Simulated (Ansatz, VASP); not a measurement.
## Cross-check of AsN (honeycomb AsN, 3 layers, AB stacking) between VASP and Ansatz

One calculation is typed for both programs; each brings its own data sets. How far apart do they land? The structure shown is the start of the Ansatz relaxation below; VASP solves that cell, so the two are compared at the walk's first step.

Calculated with Ansatz 0.2.0; plane waves, with VASP 6.6.1 beside it; single point at PBE with D3(BJ).

## (1) The structure

The cell holds 6 atoms: 3 N and 3 As. Its edges and angles: a = 2.980 Å, b = 2.980 Å, c = 26.510 Å, α = 90.0°, β = 90.0°, γ = 120.0°. Vacuum lies along c.

Structure file:

```cif
data_structure
_symmetry_space_group_name_H-M 'P 1'
_symmetry_Int_Tables_number 1
_cell_length_a 2.9800
_cell_length_b 2.9800
_cell_length_c 26.5100
_cell_angle_alpha 90.000
_cell_angle_beta 90.000
_cell_angle_gamma 120.000
_cell_volume 203.88
loop_
_atom_site_label
_atom_site_type_symbol
_atom_site_fract_x
_atom_site_fract_y
_atom_site_fract_z
_atom_site_occupancy
N1 N 0.66667 0.33333 0.32063 1
N2 N 0.00000 0.00000 0.48171 1
N3 N 0.66667 0.33333 0.64278 1
As4 As 0.33333 0.66667 0.35722 1
As5 As 0.66667 0.33333 0.51829 1
As6 As 0.33333 0.66667 0.67937 1
```

## (2) Ansatz: relaxation, PBE with D3(BJ)

Ansatz runs on its default PAW (the set named soft_2) files.

The two programs are compared at the cell with which this relaxation starts, whose forces are those of its first step.

input.yaml reads:

```yaml
crystal:
  lattice:
    - [2.98, 0.0, 0.0]
    - [-1.49, 2.5807557033, 0.0]
    - [0.0, 0.0, 26.51]
  atoms:
    - { symbol: "N", position: [0.6666666667, 0.3333333333, 0.3206337231] }
    - { symbol: As, position: [0.3333333333, 0.6666666667, 0.3572236892] }
    - { symbol: "N", position: [0.0, 0.0, 0.481705017] }
    - { symbol: As, position: [0.6666666667, 0.3333333333, 0.518294983] }
    - { symbol: "N", position: [0.6666666667, 0.3333333333, 0.6427763108] }
    - { symbol: As, position: [0.3333333333, 0.6666666667, 0.6793662769] }
kpoints:
  mp_grid: { grid: [12, 12, 1] }
hamiltonian:
  xc: pbe
  dispersion: d3bj
scf:
  occupations: { method: fermi_dirac, width: 0.05 }
  convergence: { dr2_threshold: 1.0e-08 }
efield:
  axis: 3
  dipole_correction: true
  ramp_position: 0.97
  ramp_width: 0.04
relax:
  f_tol: 0.01
  cell: { fix: [c, alpha, beta] }
output:
  write_potential: true
  write_density: true
  volumetric_format: npy
```

On the command line:

```bash
$ ansatz run input.yaml --threads 4 --pin off --max-ram 8192MiB --backend cpu --events-out ev --progress --plain --runs-dir out
```

Numbers of over 12 decimals in the logs are rounded to 6 here.

Log:

```text
Warning: relax.cell: scf.convergence.dr2_threshold = 1e-8 eV is looser than the 6e-10 eV advised for a relaxation that steers and ends on the stress (1e-10 eV for each atom of the cell: 6). What an SCF threshold leaves in a stress goes as its square root, and in the free energy as the threshold itself, and one threshold admits the most on a small cell: [figures from the program's tests cut] Set scf.convergence.dr2_threshold to 6e-10 eV or tighter. The threshold is an SCF's pass mark: one that does not reach it within its budget of iterations ends unconverged, or closes short of it on a stop that the run arms, and scf.convergence.dr2_threshold's page says what that costs each kind of run
Engine: ansatz 0.2.0, aarch64-unknown-linux-gnu
Pseudopotentials: kind: paw
Pseudopotential: N, paw, valence charge 5, recommended cutoff 420 eV (normal), N.paw.azcp
Pseudopotential: As, paw, valence charge 15, recommended cutoff 420 eV (normal), As.paw.azcp
Functional definition: PBE
  parameter kappa = 0.804
  parameter beta = 0.066725
  exchange = pbe_x(kappa = kappa, mu = beta*pi^2/3)
  correlation = pbe_c(beta = beta)
Crystal: 6 atoms, lattice volume = 203.879 Å³
Basis set: ecut = 420 eV, 3881 PW (Γ), exchange–correlation on 40×40×360 points (8 copies of the dense FFT grid, shifted against one another)
Bands: 36, of which v1, the nominal top of the filled ones, is band 30 counted from 1 (29 counted from 0)
Symmetry: 6 space group operations
Space group: P3m1 (ITA 156), of the structure as read, at distance tolerance 5.9e-5 Å
k-points: 19 of 144 (time reversal used)
Non-local potential: N, projectors of the file, l = 0: 2, l = 1: 2, l = 2: 1
Non-local potential: As, projectors of the file, l = 0: 2, l = 1: 2, l = 2: 3, l = 3: 1
PAW form: soft (Blöchl's): semilocal exchange-correlation on the pseudo side does not see the compensation charge
PAW one-centre angular grid: N, 110 points (default); XC on 64 Gauss nodes
PAW one-centre angular grid: As, 590 points (default); XC on 64 Gauss nodes
Initial density: superposition of atomic densities (neutral atoms: chi_scale 0, normalization atom), corrected by the library's trained network
Initial wavefunctions: pseudopotential atomic-orbital guess
Functional: x = pbe(κ = 0.804, μ = 0.219515), c = pbe(β = 0.066725)
SCF iter   1: F=—  HF=-15717.832345 eV  |F-HF|=—  |Δ(HF+E_count)|=         —  Δρ=3.83e-3  dr2=3.30e-1  ethr=1.77e-3  p=0.019 e·Å  D=1.65e-2 V/Å  ΔV_dip=-0.44 eV  dr2_dipole=2.38e-1  V_vac-E_F(+/−)=5.24/5.68 eV  ⟨swp⟩=7.2  Hψ=2892  notcnv=0
efield: sawtooth ramp at fractional position 0.9700 (set: `efield.ramp_position`, or a place that a band, a saddle search or an elastic batch's reference lends), width 0.0400; the density the first Hamiltonian is built on has a dipole p = 0.019 e·Å; the dipole correction subtracts the counter field D = 1.65e-2 V/Å, which shifts the + side's vacuum level by -0.44 eV against the − side's; the planar-averaged density in the ramp window peaks in size at 1.5e-5 e/Å³
preconditioner: auto → Resta (q_TF=auto, 2.225 Å⁻¹)  ε∞=2.7  [insulator: Δε(μ)=1.186 eV  Ē_g=10.790 eV  σ=0.050 eV  W_gap=1.00  n_scr=18 (ndim 8)  ℏωp=14.2 eV  f_vac=0.528  D(μ)=0.00/eV (n_scr^D=0)  ε∞_Penn≈2.7  vacuum switching on, ρ_ref=8.4e-3 e/Å³]
SCF iter   2: F=—  HF=-15717.897597 eV  |F-HF|=—  |Δ(HF+E_count)|=   6.53e-2  Δρ=1.90e-2  dr2=1.24e1  ethr=5.49e-4  p=0.170 e·Å  D=1.51e-1 V/Å  ΔV_dip=-4.00 eV  dr2_dipole=7.36e0  V_vac-E_F(+/−)=3.29/7.28 eV  ⟨swp⟩=3.3  Hψ=1168  notcnv=0  defer=24  recentre
preconditioner: auto → LDOS  [metal: Δε(μ)=0.043 eV  Ē_g=10.464 eV  σ=0.050 eV  W_gap=0.21  n_scr=18 (ndim 8)  ℏωp=14.2 eV  f_vac=0.528  D(μ)=3.56/eV (n_scr^D=14)  β→1.0]
SCF iter   3: F=—  HF=-15717.821673 eV  |F-HF|=—  |Δ(HF+E_count)|=   7.59e-2  Δρ=3.07e-3  dr2=2.95e-1  ethr=5.49e-4  p=0.032 e·Å  D=2.84e-2 V/Å  ΔV_dip=-0.75 eV  dr2_dipole=2.09e-1  V_vac-E_F(+/−)=5.07/5.83 eV  ⟨swp⟩=2.9  Hψ=1098  notcnv=0  defer=8
SCF iter   4: F=—  HF=-15717.792593 eV  |F-HF|=—  |Δ(HF+E_count)|=   2.91e-2  Δρ=2.86e-3  dr2=2.35e-1  ethr=4.91e-4  p=0.060 e·Å  D=5.34e-2 V/Å  ΔV_dip=-1.42 eV  dr2_dipole=1.72e-1  V_vac-E_F(+/−)=4.69/6.11 eV  ⟨swp⟩=1.3  Hψ=845  notcnv=0  defer=15
SCF iter   5: F=—  HF=-15717.760109 eV  |F-HF|=—  |Δ(HF+E_count)|=   3.25e-2  Δρ=2.12e-3  dr2=1.71e-1  ethr=3.91e-4  p=0.101 e·Å  D=9.00e-2 V/Å  ΔV_dip=-2.39 eV  dr2_dipole=1.09e-1  V_vac-E_F(+/−)=4.24/6.63 eV  ⟨swp⟩=2.3  Hψ=813  notcnv=0  defer=16
[...]
eigensolver tolerance schedule: the retry pair's looser diagonalisation over-reported the residual by 432.74 of it (diagonalisation noise at 0.10 of the residual, at the tolerance the schedule requests for it); recorded, not acted on — ethr = c·dr2/N_el stays at c = 1.0e-1
preconditioner: auto → LDOS  [metal: Δε(μ)=0.112 eV  Ē_g=10.839 eV  σ=0.050 eV  W_gap=0.43  n_scr=18 (ndim 8)  ℏωp=14.4 eV  f_vac=0.531  D(μ)=1.18/eV (n_scr^D=8)  β→1.0]
SCF iter   2: F=—  HF=-15717.761153 eV  |F-HF|=—  |Δ(HF+E_count)|=   8.65e-6  Δρ=2.26e-5  dr2=1.33e-6  ethr=1.52e-9  p=0.143 e·Å  D=1.29e-1 V/Å  ΔV_dip=-3.43 eV  dr2_dipole=2.00e-7  V_vac-E_F(+/−)=3.75/7.18 eV  ⟨swp⟩=3.0  Hψ=1533  notcnv=0
SCF iter   3: F=—  HF=-15717.761154 eV  |F-HF|=—  |Δ(HF+E_count)|=   1.67e-7  Δρ=1.22e-5  dr2=5.56e-7  ethr=1.52e-9  p=0.143 e·Å  D=1.29e-1 V/Å  ΔV_dip=-3.43 eV  dr2_dipole=6.80e-8  V_vac-E_F(+/−)=3.75/7.18 eV  ⟨swp⟩=3.0  Hψ=1526  notcnv=0
SCF iter   4: F=—  HF=-15717.761154 eV  |F-HF|=—  |Δ(HF+E_count)|=   2.96e-8  Δρ=3.44e-6  dr2=3.25e-8  ethr=9.26e-10  p=0.143 e·Å  D=1.29e-1 V/Å  ΔV_dip=-3.43 eV  dr2_dipole=3.26e-9  V_vac-E_F(+/−)=3.75/7.18 eV  ⟨swp⟩=2.0  Hψ=851  notcnv=0
SCF iter   5: F=-15717.761154 eV  HF=-15717.761154 eV  |F-HF|=2.15e-8  |Δ(HF+E_count)|=   8.27e-8  Δρ=6.58e-7  dr2=1.14e-9  ethr=1.67e-11  p=0.143 e·Å  D=1.29e-1 V/Å  ΔV_dip=-3.43 eV  dr2_dipole=1.22e-10  V_vac-E_F(+/−)=3.75/7.18 eV  ⟨swp⟩=8.9  Hψ=5082  notcnv=0
SCF 6 converged in 5 iterations: F = -15717.761154 eV  dr2 = 1.14e-9
relax step   6: F+E_penalty+E_count = -15717.76115368 eV  Δ(F+E_penalty+E_count) = +2.579e-3 eV  max|allowed force component| = 7.107e-3 eV/Å  Δτ_max = 0.0000 Å  P = -0.020 GPa  Ω = 200.514 Å³  fix = [c, alpha, beta]  reactions: c -0.011 GPa  stress off target by 2.45e-2 GPa on what of the cell is left free  SCF on the basis re-selected at this cell (its energy is not comparable with the rows above)  (5 SCF iters)
basis re-selected at this cell: Δ(F+E_penalty+E_count) = +2.579e-3 eV, ΔP = -0.022 GPa vs the last step (what re-selecting the basis moved, of the pressure what is left beyond the Pulay correction that the steps carried, after the strain that the cell walked since its last selection, with what the two solves' SCF thresholds leave and, on support functions, any second-order correction that the steps lacked; it is no m [...]
WARN: The output density's exchange-correlation potential varies sharply where the density is thin. Do not read a vacuum level from v_tot or v_xc, or from such a field of the output density. On a cell that repeats whose density bears no net charge and no dipole along the vacuum's axis use v_es (v_loc + v_h of the components); under efield.dipole_correction with no amplitude use v_es + v_field, which holds any externa [...]
SCF converged after 5 iterations
Free energy (F): -15717.761154 eV
Harris-Foulkes:  -15717.761154 eV  (|F-HF|=2.15e-8)
Internal energy: -15717.750823 eV  (E = F + TS)
E sigma→0 (E₀):  -15717.755989 eV
Entropy (-TS):   -0.010330 eV (-1.722 meV/atom)
Fermi energy:    1.181363 eV
Dipole field:    D = 0.129313 V/Å  (p = 0.143294 e·Å, saw-weighted, corrected)
Work function:   Φ+ = 3.7517 eV   Φ− = 7.1798 eV
Levels:          The Fermi level and band energies are counted from a zero that moves with the ramp; work functions are not
--- Per-component energies (eV) ---
  E_band       = -1267.683940
  E_kinetic    = 691.734063
  E_local      = -62415.157656  (includes V_loc(G=0)·N_el)
  E_nonlocal   = -1869.040138
  E_hartree    = 31077.493951
  E_xc         = -415.639265
  E_vxc        = -463.699388  (∫ρ·V_xc dr)
  E_paw        = -5887.607849  (= ΣΔE_a)
  E_vpaw       = 637.386714  (= ΣTr[D̂ρ^β])
  E_aug_tail   = 0.000284  (compensation charges beyond the density's cutoff)
  E_efield     = 0.009265  (sawtooth field / dipole correction)
  E_vefield    = -3.892232  (∫n·V_field dr)
  E_ewald      = 23101.690888
  E_disp       = -1.234367  (pairwise vdW)
  E_smearing   = -0.010330  (= −TS)
  E_closure    = -0.000000  (closes the sum)
  Σ components = -15717.761154   (vs F -15717.761154, Δ=0.00e0)
--- Forces (eV/Å), atoms counted from 1 ---
  atom   1  N      0.00000000     0.00000000     0.00710228
  atom   2  As     0.00000000     0.00000000    -0.00686244
  atom   3  N      0.00000000     0.00000000    -0.00388088
  atom   4  As     0.00000000     0.00000000     0.00424492
  atom   5  N      0.00000000     0.00000000    -0.00053005
  atom   6  As     0.00000000     0.00000000    -0.00010146
  max |Σ_I F_I| component: 2.76e-5 eV/Å
--- Stress (GPa, compression-positive) ---
       -0.024490       0.000000       0.000000
       -0.000000      -0.024490       0.000000
       -0.000000       0.000000      -0.010548
  P = ⅓ Tr σ = -0.0198 GPa (-0.198 kbar)
--- Band table (eV; the first three rows and the last of 19) ---
  k-point 0: bands = [... 26 lower, -0.6849, -0.6849, -0.6217, 0.8301, 1.8805, 2.8055, 3.9613, 4.6705, ... 2 higher]
  k-point 1: bands = [... 26 lower, -1.4023, -0.8468, -0.4763, 0.9602, 2.3995, 3.3125, 4.4407, 4.8290, ... 2 higher]
  k-point 2: bands = [... 26 lower, -1.2511, -1.2401, -0.3006, 1.0671, 2.9844, 3.7565, 4.4069, 4.8524, ... 2 higher]
  k-point 18: bands = [... 26 lower, -2.1276, -1.6039, -1.3848, -0.4749, 1.8889, 2.5389, 3.6096, 4.4558, ... 2 higher]
--- Relaxed structure (5 steps of the walk, 5 accepted, 1 SCFs on fresh bases) ---
  F+E_penalty+E_count = -15717.76115368 eV   max|allowed force component| = 7.107e-3 eV/Å   (the final SCF, on the basis selected at the relaxed cell)
  cell:  # Å, volume = 200.5144 Å³
    - [2.955307, 0.0, 0]
    - [-1.477653, 2.559371, 0]
    - [0, 0, 26.51]
  atoms:
    - { symbol: N, position: [0.666667, 0.333333, 0.324090] }
    - { symbol: As, position: [0.333333, 0.666667, 0.359905] }
    - { symbol: N, position: [-2.4671622769088904e-17, -1.8503717076816678e-17, 0.477312] }
    - { symbol: As, position: [0.666667, 0.333333, 0.513553] }
    - { symbol: N, position: [0.666667, 0.333333, 0.644519] }
    - { symbol: As, position: [0.333333, 0.666667, 0.680622] }
```

Reading the cycles: dr2 is the Hartree energy of the density residual (eV), the measure of convergence; HF is the Harris–Foulkes estimate of the energy, which meets the free energy F at convergence.

(Part 1 of 2 ends here.)

[Lines on the potential files, build, host, timing and source positions are cut from VASP's logs without a mark.]

[Logs are printed without paths, hosts, clocks, repeated set-up lines and the standing remarks that a program may print on its own settings, such as how far it seeks lower states.]

[Hosts, paths, dates, database ids (printed as entryN), source tags and the programs' standing remarks are cut or masked in the printed files.]
